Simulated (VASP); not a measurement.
VASP input:

**POSCAR**
```
TlCl
1
    3.7676659106     0.0000000000     0.0000000000
    0.0000000000     3.7676659106     0.0000000000
    0.0000000000     0.0000000000     3.7676659106
Tl Cl
1 1
Direct
  0.0000000000   0.0000000000   0.0000000000
  0.5000000000   0.5000000000   0.5000000000
```

**KPOINTS**
```
K-points
0
gamma
8 8 8
```

INCAR:
```
! general
SYSTEM =TlCl
PREC   =Accurate
ENCUT  =400
LREAL  =.FALSE.
LASPH  =.TRUE.

! electronic loop
EDIFF  =1E-7
NELM   =100
ALGO   =Normal
LMAXMIX=4

! smearing
ISMEAR =-5

! functional
GGA    =PS

! ions
ISIF   =2

! output
LWAVE  =.FALSE.
LCHARG =.TRUE.
LORBIT =11
NEDOS  =601
```

POTCAR, in this order: Tl_d Cl (PBE.64 set). Program: vasp_std.

Task: Write an equivalent input for Quantum ESPRESSO's pw.x.

Result: One equivalent input (not run):
```
&CONTROL
  calculation = 'scf'
  pseudo_dir = './pseudo'
  outdir = './out'
  tprnfor = .true.
  tstress = .true.
/
&SYSTEM
  ibrav = 0
  nat = 2
  ntyp = 2
  ecutwfc = 62
  occupations = 'tetrahedra'
  input_dft = 'pbesol'
/
&ELECTRONS
  conv_thr = 7.3e-09
  electron_maxstep = 100
/
ATOMIC_SPECIES
  Tl 204.380 Tl.upf
  Cl 35.450 Cl.upf
CELL_PARAMETERS angstrom
     3.7676659    0.0000000    0.0000000
     0.0000000    3.7676659    0.0000000
     0.0000000    0.0000000    3.7676659
ATOMIC_POSITIONS crystal
  Tl   0.0000000  0.0000000  0.0000000
  Cl   0.5000000  0.5000000  0.5000000
K_POINTS automatic
  8 8 8 0 0 0
```
The two are equivalent in intent, not identical: the potentials are each code's own (VASP's PAW set, PseudoDojo norm-conserving files in pw.x), so ENCUT and ecutwfc are chosen apart and not converted; conv_thr bounds pw.x's estimated SCF error, while EDIFF bounds the energy change between steps.

The compound is TlCl in the CsCl type structure. It was relaxed first, which changed the volume by -6 %.
